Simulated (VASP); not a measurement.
An input for Ansatz (written as the equivalent of a VASP run, and not itself run):

Ansatz 0.2 input:
```yaml
crystal:
  lattice:
    - [0.0000000, 2.0607990, 2.0607990]
    - [2.0607990, 0.0000000, 2.0607990]
    - [2.0607990, 2.0607990, 0.0000000]
  atoms:
    - { symbol: Ag, position: [0.0000000, 0.0000000, 0.0000000] }
kpoints:
  mp_grid: { grid: [9, 9, 9] }
hamiltonian:
  xc: pbe
  pseudopotentials: { kind: paw }
scf:
  occupations: { method: gaussian, width: 0.272 }
  max_iter: 100
output: { forces: true, stress: true, eigenvalues: true }
```

### Question
Translate this input to VASP (INCAR, KPOINTS, POSCAR, choice of POTCAR).

### Answer
One answer among several that fit: 
KPOINTS:
```
Automatic mesh
0
gamma
9 9 9
0 0 0
```

**INCAR**
```
# general
SYSTEM   =  Ag
PREC     =  Accurate
ENCUT    =  300
LREAL    =  .False.
LASPH    =  .True.

# electronic loop
EDIFF    =  1E-6
NELM     =  100
ALGO     =  Normal
LMAXMIX  =  4

# smearing
ISMEAR   =  0
SIGMA    =  0.272

# functional
GGA      =  PE

# ions
ISIF     =  2

# output
LWAVE    =  .False.
LCHARG   =  .False.
```

**POSCAR**
```
Ag
1.0
  0.0000000000   2.0607990000   2.0607990000
  2.0607990000   0.0000000000   2.0607990000
  2.0607990000   2.0607990000   0.0000000000
Ag
1
Cart
  0.0000000000   0.0000000000   0.0000000000
```

POTCAR, in this order: Ag (PBE.64 set). Program: vasp_std.

The two are equivalent in intent, not identical: each code has its own PAW files, so the cut-off isn't converted (ENCUT is set for VASP's; basis.ecutwfc is left out, and Ansatz then takes the one that its files recommend); Ansatz stops its SCF on the density residual and VASP on the energy change (EDIFF).

The structure comes from a computed database's Ag entry; how it stands against other phases isn't given here. The cell was not relaxed at this level.
